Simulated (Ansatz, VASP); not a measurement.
## Cross-check of EuPPt3 between VASP and Ansatz

Aim: how closely do two programs agree when they are given the same cell, functional and k mesh? The cell comes out of the VASP series on this material, whose earlier steps may have relaxed, scaled or displaced it; both programs get it as it stands.

Method: plane waves, with VASP 6.6.1 beside it; relaxation of cell and atoms at PBEsol, DFT+U, in Ansatz 0.2.0.

### Step 1. Set-up

It takes space group P4/nmm (No. 129, tetragonal). The conventional cell has a = 5.706 Å, b = 5.706 Å, c = 5.297 Å, α = 90.00°, β = 90.00°, γ = 90.00°. Pt has 2 P at 2.34 Å nearest. Pt has 1 P at 2.20 Å and 4 Pt at 2.78 Å and 4 Eu at 2.95 Å nearest. Nearest to Eu lie 4 Pt at 2.95 Å and 4 P at 3.21 Å. Nearest to P lie 6 Pt at 2.20 to 3.09 Å and 4 Eu at 3.21 Å. Farther neighbours are not listed.

### Step 2. Ansatz: relaxation of cell and atoms, PBEsol, DFT+U

Ansatz runs on its default PAW (the set named soft_2) files.

The relaxed volume is the usual yardstick between codes: its relative difference is about their pressure difference at one cell divided by the bulk modulus.

Contents of input.yaml:

```yaml
crystal:
  lattice:
    - [5.7060990265, 0.0, 0.0]
    - [0.0, 5.7060990265, 0.0]
    - [0.0, 0.0, 5.2972832776]
  atoms:
    - { symbol: Pt, position: [0.75, 0.25, 0.5] }
    - { symbol: Pt, position: [0.75, 0.75, 0.5] }
    - { symbol: Pt, position: [0.25, 0.75, 0.5] }
    - { symbol: Pt, position: [0.25, 0.25, 0.5] }
    - { symbol: Pt, position: [0.5, 0.0, 0.8605007662] }
    - { symbol: Pt, position: [0.0, 0.5, 0.1394992338] }
    - { symbol: Eu, position: [0.5, 0.5, 0.0], spin: 7.0 }
    - { symbol: Eu, position: [0.0, 0.0, 0.0], spin: -7.0 }
    - { symbol: P, position: [0.5, 0.0, 0.2767311861] }
    - { symbol: P, position: [0.0, 0.5, 0.7232688139] }
hamiltonian:
  xc: pbesol
  pseudopotentials: { kind: paw }
  hubbard:
    sites:
      - { species: Pt, l: d, u_eff: 4.5 }
      - { species: Eu, l: f, u_eff: 8.0 }
magnetization:
  spin_polarized: true
kpoints:
  mp_grid: { grid: [4, 4, 4] }
scf:
  occupations: { method: fermi_dirac, width: 0.05 }
relax:
  f_tol: 0.01
  max_steps: 60
  cell: { stress_tol: 0.05 }
output:
  forces: true
  stress: true
```

Launch:

```
$ ansatz run input.yaml --threads 4 --pin off --max-ram 9216MiB --backend cpu --events-out ev --progress --plain --runs-dir out
```

Numbers of over 12 decimals in the logs are rounded to 6 here.

Output:

```text
Pt: projections on atomic orbitals take those of the free atom [Kr 4d10 4f14] 5s2 5p6 5d9 6s1, of charge +0.00 (hamiltonian.pseudopotentials.projection_atoms); the dataset's partial waves leave at most 9.1e-5 of an orbital's norm unspanned inside its sphere
Eu: projections on atomic orbitals take those of the free atom [Kr 4d10] 4f7 5s2 5p6 5d0 6s2, of charge +0.00 (hamiltonian.pseudopotentials.projection_atoms); the dataset's partial waves leave at most 1.0e-3 of an orbital's norm unspanned inside its sphere
P: projections on atomic orbitals take those of the free atom [Ne] 3s2 3p3, of charge +0.00 (hamiltonian.pseudopotentials.projection_atoms); the dataset's partial waves leave at most 1.0e-7 of an orbital's norm unspanned inside its sphere
Engine: ansatz 0.2.0, aarch64-unknown-linux-gnu
Pseudopotentials: kind: paw
Pseudopotential: Pt, paw, valence charge 18, recommended cutoff 420 eV (normal), Pt.paw.azcp
Pseudopotential: Eu, paw, valence charge 17, recommended cutoff 420 eV (normal), Eu.paw.azcp
Pseudopotential: P, paw, valence charge 5, recommended cutoff 420 eV (normal), P.paw.azcp
Functional definition: PBEsol
  exchange = pbesol_x
  correlation = pbesol_c
Crystal: 10 atoms, lattice volume = 172.477 Å³
Basis set: ecut = 420 eV, 3365 PW (Γ), exchange–correlation on 80×80×72 points (8 copies of the dense FFT grid, shifted against one another)
Bands: 100, of which v1, the nominal top of the filled ones, is band 76 counted from 1 (75 counted from 0)
Symmetry: 8 space group operations
Space group: P-4m2 (ITA 115), of the structure as read, at distance tolerance 5.6e-5 Å
Magnetic group: BNS 129.418 (UNI 1078), of the structure as read, at distance tolerance 5.6e-5 Å
k-points: 18 of 64 (time reversal used)
Non-local potential: Pt, projectors of the file, l = 0: 3, l = 1: 2, l = 2: 2, l = 3: 1
Non-local potential: Eu, projectors of the file, l = 0: 3, l = 1: 2, l = 2: 2, l = 3: 3
Non-local potential: P, projectors of the file, l = 0: 2, l = 1: 2, l = 2: 2
PAW form: soft (Blöchl's): semilocal exchange-correlation on the pseudo side does not see the compensation charge
PAW frozen core: Pt, regenerated for the run's functional, and the local potential with it (the file was generated under x = pbe(κ = 0.804, μ = 0.219515), c = pbe(β = 0.066725))
PAW frozen core: Eu, regenerated for the run's functional, and the local potential with it (the file was generated under x = pbe(κ = 0.804, μ = 0.219515), c = pbe(β = 0.066725))
PAW frozen core: P, regenerated for the run's functional, and the local potential with it (the file was generated under x = pbe(κ = 0.804, μ = 0.219515), c = pbe(β = 0.066725))
PAW one-centre angular grid: Pt, 590 points (default); XC on 64 Gauss nodes
PAW one-centre angular grid: Eu, 590 points (default); XC on 64 Gauss nodes
PAW one-centre angular grid: P, 110 points (default); XC on 64 Gauss nodes
Initial density: superposition of atomic densities (chi_scale 0.1, normalization cell)
Starting moments: Σ|m| = 14 μB on 2 of 10 sites
Starting magnetic order: antiferromagnet; an inversion exchanges its spin sublattices: spin-degenerate at every k-point
Initial wavefunctions: pseudopotential atomic-orbital guess
Functional: x = pbesol(κ = 0.804, μ = 0.123457), c = pbesol(β = 0.046)
SCF iter   1: F=—  HF=-93105.322669 eV  |F-HF|=—  |Δ(HF+E_count)|=         —  Δρ=4.54e-2 (↑4.54e-2 ↓4.54e-2)  dr2=1.12e1  dr2_m=1.21e0  M=0.000 μB ∫|m|=13.910 μB  β_m=0.30  ethr=3.10e-3  ⟨swp⟩=6.0  Hψ=13247  notcnv=0  defer=36
Mixer restart at iter 1: flushing history
preconditioner: auto → Resta (q_TF=auto, 2.671 Å⁻¹)  ε∞=6.6  [insulator: Δε(μ)=0.190 eV  Ē_g=11.905 eV  σ=0.050 eV  W_gap=0.71  n_scr=56 (ndim 8)  ℏωp=28.3 eV  f_vac=0.000  D(μ)=2.64/eV (n_scr^D=18)  ε∞_Penn≈6.6]
spin=Collinear: Resta preconditioning applied to the charge; magnetization (m = ρ↑ − ρ↓) channel mixes plain (no charge-response kernel on spin).
SCF iter   2: F=—  HF=-93105.790576 eV  |F-HF|=—  |Δ(HF+E_count)|=   4.68e-1  Δρ=2.65e-2 (↑2.65e-2 ↓2.65e-2)  dr2=2.67e0  dr2_m=5.00e-1  M=-0.000 μB ∫|m|=13.862 μB  β_m=0.45  ethr=3.10e-3  ⟨swp⟩=2.8  Hψ=5544  notcnv=0  defer=512
SCF iter   3: F=—  HF=-93107.475804 eV  |F-HF|=—  |Δ(HF+E_count)|=    1.69e0  Δρ=1.32e-2 (↑1.32e-2 ↓1.32e-2)  dr2=4.43e-1  dr2_m=1.46e-1  M=0.000 μB ∫|m|=13.988 μB  β_m=0.72  ethr=1.76e-3  ⟨swp⟩=2.7  Hψ=5937  notcnv=0  defer=554
SCF iter   4: F=—  HF=-93108.645812 eV  |F-HF|=—  |Δ(HF+E_count)|=    1.17e0  Δρ=3.25e-3 (↑3.25e-3 ↓3.25e-3)  dr2=7.32e-2  dr2_m=4.35e-3  M=0.000 μB ∫|m|=14.109 μB  β_m=0.81  ethr=2.92e-4  ⟨swp⟩=3.2  Hψ=6385  notcnv=0  defer=568
SCF iter   5: F=—  HF=-93108.745761 eV  |F-HF|=—  |Δ(HF+E_count)|=   9.99e-2  Δρ=1.27e-3 (↑1.27e-3 ↓1.27e-3)  dr2=1.55e-2  dr2_m=1.71e-4  M=-0.000 μB ∫|m|=14.145 μB  β_m=0.80  ethr=4.82e-5  ⟨swp⟩=2.3  Hψ=6254  notcnv=0  defer=582
SCF iter   6: F=—  HF=-93108.742122 eV  |F-HF|=—  |Δ(HF+E_count)|=   3.64e-3  Δρ=5.01e-4 (↑5.01e-4 ↓5.01e-4)  dr2=2.62e-3  dr2_m=2.37e-5  M=0.000 μB ∫|m|=14.136 μB  β_m=0.90  ethr=1.02e-5  ⟨swp⟩=2.0  Hψ=5540  notcnv=0  defer=582
[...]
SCF iter   4: F=—  HF=-93108.946414 eV  |F-HF|=—  |Δ(HF+E_count)|=    1.21e0  Δρ=3.71e-3 (↑3.71e-3 ↓3.70e-3)  dr2=1.11e-1  dr2_m=5.42e-3  M=0.000 μB ∫|m|=14.129 μB  β_m=0.85  ethr=3.15e-4  ⟨swp⟩=3.0  Hψ=6368  notcnv=0  defer=560
SCF iter   5: F=—  HF=-93109.029654 eV  |F-HF|=—  |Δ(HF+E_count)|=   8.32e-2  Δρ=1.39e-3 (↑1.39e-3 ↓1.39e-3)  dr2=2.83e-2  dr2_m=4.59e-5  M=-0.000 μB ∫|m|=14.160 μB  β_m=0.83  ethr=7.30e-5  ⟨swp⟩=2.3  Hψ=6087  notcnv=0  defer=568
SCF iter   6: F=—  HF=-93109.025226 eV  |F-HF|=—  |Δ(HF+E_count)|=   4.43e-3  Δρ=6.89e-4 (↑6.89e-4 ↓6.89e-4)  dr2=6.69e-3  dr2_m=8.00e-5  M=0.000 μB ∫|m|=14.146 μB  β_m=0.92  ethr=1.86e-5  ⟨swp⟩=2.2  Hψ=5628  notcnv=0  defer=562
SCF iter   7: F=—  HF=-93109.024377 eV  |F-HF|=—  |Δ(HF+E_count)|=   8.49e-4  Δρ=2.64e-4 (↑2.62e-4 ↓2.64e-4)  dr2=5.38e-4  dr2_m=4.51e-5  M=-0.000 μB ∫|m|=14.144 μB  β_m=0.92  ethr=4.40e-6  ⟨swp⟩=2.0  Hψ=5600  notcnv=0  defer=567
SCF iter   8: F=—  HF=-93109.024319 eV  |F-HF|=—  |Δ(HF+E_count)|=   5.82e-5  Δρ=5.35e-5 (↑5.35e-5 ↓5.31e-5)  dr2=2.78e-5  dr2_m=1.99e-7  M=0.000 μB ∫|m|=14.144 μB  β_m=0.96  ethr=3.54e-7  ⟨swp⟩=2.0  Hψ=5972  notcnv=0  defer=576
SCF iter   9: F=—  HF=-93109.024325 eV  |F-HF|=—  |Δ(HF+E_count)|=   6.14e-6  Δρ=1.86e-5 (↑1.76e-5 ↓1.86e-5)  dr2=3.42e-6  dr2_m=9.90e-9  M=-0.000 μB ∫|m|=14.144 μB  β_m=0.98  ethr=1.83e-8  ⟨swp⟩=2.1  Hψ=6069  notcnv=0  defer=576
SCF iter  10: F=—  HF=-93109.024325 eV  |F-HF|=—  |Δ(HF+E_count)|=   1.19e-7  Δρ=5.84e-6 (↑5.84e-6 ↓5.22e-6)  dr2=2.64e-7  dr2_m=1.07e-8  M=0.000 μB ∫|m|=14.144 μB  β_m=0.97  ethr=2.25e-9  ⟨swp⟩=2.1  Hψ=5469  notcnv=0  defer=576
SCF iter  11: F=—  HF=-93109.024325 eV  |F-HF|=—  |Δ(HF+E_count)|=   1.72e-8  Δρ=5.27e-6 (↑5.27e-6 ↓4.45e-6)  dr2=9.44e-8  dr2_m=1.70e-8  M=-0.000 μB ∫|m|=14.144 μB  β_m=0.78  ethr=6.58e-11  ⟨swp⟩=2.1  Hψ=11759  notcnv=0
SCF iter  12: F=-93109.024325 eV  HF=-93109.024325 eV  |F-HF|=4.51e-9  |Δ(HF+E_count)|=   4.89e-8  Δρ=1.21e-6 (↑1.21e-6 ↓1.15e-6)  dr2=1.24e-8  dr2_m=2.12e-10  M=0.000 μB ∫|m|=14.144 μB  ethr=6.21e-11  ⟨swp⟩=3.0  Hψ=7335  notcnv=0
SCF 1 converged in 12 iterations: F = -93109.024325 eV  dr2 = 1.24e-8
a single-point calculation of the run's input, under the relaxation's own `scf.mixing.negative_modes` where the relaxation goes by `scf.lower_state_search: light` itself or types `scf.max_iter`, was made at the relaxed geometry, from the atoms, in 12 SCF iterations in all. It converged +0.0 meV from the relaxation's final energy, with moments (0.00, 0.00, 0.00, 0.00, 0.00, 0.00, 6.86, -6.86, 0.00, 0.00 Bohr magnetons, atom by atom), which does not count as lower, and the relaxation's result stands. No further magnetic order was relaxed to its end, and one can end lower (see `relax.adjacent_minimum`).
SCF converged after 8 iterations
Magnetization: -0.0000 μB (76.0000 up, 76.0000 down)
Absolute magnetization: 14.1432 μB (∫|ρ↑−ρ↓|, with the PAW one-centre terms)
Spin contamination: 7.0163 ħ² per cell (⟨S²⟩ above its minimum at these occupations)
Per-site moments (μB) at R_I (Å): [(7.37337876690514e-10, 0.980431), (7.373378762400279e-10, 0.980431), (7.373378766905009e-10, 0.980431), (7.373378771409962e-10, 0.980431), (6.40123025246547e-10, 0.928431), (6.401240449726648e-10, 0.928431), (6.863217, 1.238658), (-6.863217, 1.238658), (-4.801203652880401e-10, 0.928431), (-4.801209551036581e-10, 0.928431)]
Free energy (F): -93109.024325 eV
Harris-Foulkes:  -93109.024325 eV  (|F-HF|=2.91e-11)
Internal energy: -93109.008911 eV  (E = F + TS)
E sigma→0 (E₀):  -93109.016618 eV
Entropy (-TS):   -0.015414 eV (-1.541 meV/atom)
Fermi energy:    16.671729 eV
--- Per-component energies (eV) ---
  E_band       = -1199.162724
  E_kinetic    = 4707.257954
  E_local      = -15128.555664  (includes V_loc(G=0)·N_el)
  E_nonlocal   = 2259.270312
  E_hartree    = 5852.298106
  E_xc         = -2042.912150
  E_vxc        = -2349.809492  (∫ρ·V_xc dr)
  E_hubbard    = 10.261604  (on-site DFT+U / exact-exchange correction)
  E_vhub       = -159.304556  (the Hubbard potential's part of the band-sum identity)
  E_paw        = -69596.723411  (= ΣΔE_a)
  E_vpaw       = -2232.618795  (= ΣTr[D̂ρ^β])
  E_aug_tail   = 0.001195  (compensation charges beyond the density's cutoff)
  E_ewald      = -19172.894600
  E_core_change = 2.987741  (= ΣΔE_core)
  E_smearing   = -0.015414  (= −TS)
  E_closure    = 0.000000  (closes the sum)
  Σ components = -93109.024325   (vs F -93109.024325, Δ=0.00e0)
--- Forces (eV/Å), atoms counted from 1 ---
  atom   1  Pt    -0.00000007     0.00000007     0.00000000
  atom   2  Pt    -0.00000007    -0.00000007    -0.00000000
  atom   3  Pt     0.00000007    -0.00000007    -0.00000000
  atom   4  Pt     0.00000007     0.00000007    -0.00000000
  atom   5  Pt    -0.00000000     0.00000000     0.00032406
  atom   6  Pt     0.00000000    -0.00000000    -0.00032406
  atom   7  Eu     0.00000000     0.00000000     0.00000000
  atom   8  Eu     0.00000000     0.00000000    -0.00000000
  atom   9  P     -0.00000000    -0.00000000    -0.00390050
  atom  10  P      0.00000000     0.00000000     0.00390050
  max |Σ_I F_I| component: 6.70e-18 eV/Å
--- Stress (GPa, compression-positive) ---
        0.004236      -0.000000      -0.000000
       -0.000000       0.004236       0.000000
       -0.000000       0.000000      -0.003754
  P = ⅓ Tr σ = 0.0016 GPa (0.016 kbar)
--- Relaxed structure (6 steps of the walk, 6 accepted, 1 SCFs on fresh bases) ---
  F+E_penalty+E_count = -93109.02432505 eV   max|allowed force component| = 3.901e-3 eV/Å   (the final SCF, on the basis selected at the relaxed cell)
  cell:  # Å, volume = 182.5603 Å³
    - [5.817917, 0, 0]
    - [0, 5.817917, 0.0]
    - [0, 0.0, 5.393508]
  atoms:
    - { symbol: Pt, position: [0.750000, 0.250000, 0.500000] }
    - { symbol: Pt, position: [0.750000, 0.750000, 0.500000] }
    - { symbol: Pt, position: [0.250000, 0.750000, 0.500000] }
    - { symbol: Pt, position: [0.250000, 0.250000, 0.500000] }
    - { symbol: Pt, position: [0.5, 0, 0.861898] }
    - { symbol: Pt, position: [0, 0.5, 0.138102] }
    - { symbol: Eu, position: [0.5, 0.5, 2.619793407405231e-19] }
    - { symbol: Eu, position: [0, 0, 2.6197934074052314e-19] }
    - { symbol: P, position: [0.5, 0, 0.279204] }
    - { symbol: P, position: [0, 0.5, 0.720796] }
```

Run time: 3 min. Hardware: 4 threads of Arm Neoverse V1, shared host; peak memory 1.1 GiB; 12 min of CPU time.

(Part 1 of 2 ends here.)

[Lines on the potential files, build, host, timing and source positions are cut from VASP's logs without a mark.]

[Logs are printed without paths, hosts, clocks, repeated set-up lines and the standing remarks that a program may print on its own settings, such as how far it seeks lower states.]

[Hosts, paths, dates, database ids (printed as entryN), source tags and the programs' standing remarks are cut or masked in the printed files.]
